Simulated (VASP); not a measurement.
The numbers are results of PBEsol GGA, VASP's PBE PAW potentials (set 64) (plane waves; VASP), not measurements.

VASP ran on this input.

**INCAR**
```
ISMEAR = 0   # Gaussian
ALGO = Normal
LASPH = T   # aspherical one-centre terms
NBANDS = 24
SIGMA = 0.01   # width (eV)
GGA = PS   # PBEsol
ENCUT = 400
CSHIFT = 0.1
LCHARG = F
PREC = Accurate
EDIFF = 1E-7
LOPTICS = T
NELM = 100   # most electronic steps
NEDOS = 1001
LWAVE = F
LREAL = F   # projection in real space or not
SYSTEM = MgS
```

### KPOINTS
```
Automatic mesh
0
Gamma
10 10 10
0 0 0
```

File POSCAR:
```
MgS
2.8246640
  0.0000000000   1.0000001356   1.0000001356
  1.0000001356   0.0000000000   1.0000001356
  1.0000001356   1.0000001356   0.0000000000
Mg S
1 1
Direct
  0.0000000000   0.0000000000   0.0000000000
  0.7500000000   0.7500000000   0.7500000000
```

POTCAR, in this order: Mg S (PBE.64 set). Program: vasp_std.

**Question.** Predict the energy per atom (σ→0), band gap (on the k-mesh).

**Answer.** 
```
Property                          Result
------------------------  --------------
energy per atom (σ→0)     -4.459 eV/atom
band gap (on the k-mesh)         3.33 eV
```

**OSZICAR**
```
...
DAV:   9    -0.891718378701E+01    0.14267E-02   -0.32822E-03  2680   0.144E-01    0.419E-01
DAV:  10    -0.891721666418E+01   -0.32877E-04   -0.22413E-04  2816   0.442E-02    0.562E-02
DAV:  11    -0.891722326761E+01   -0.66034E-05   -0.20891E-05  2816   0.124E-02    0.408E-02
DAV:  12    -0.891722398174E+01   -0.71413E-06   -0.19719E-06  2736   0.383E-03    0.114E-02
DAV:  13    -0.891722384265E+01    0.13909E-06   -0.14163E-07  2904   0.995E-04    0.814E-04
DAV:  14    -0.891722384661E+01   -0.39591E-08   -0.49187E-09  1640   0.229E-04
   1 F= -.89172238E+01 E0= -.89172238E+01  d E =-.381660E-16
 imaginary and real dielectric function
```

The structure comes from a computed database's MgS entry (F-43m); how it stands against other phases isn't given here. It was relaxed first.
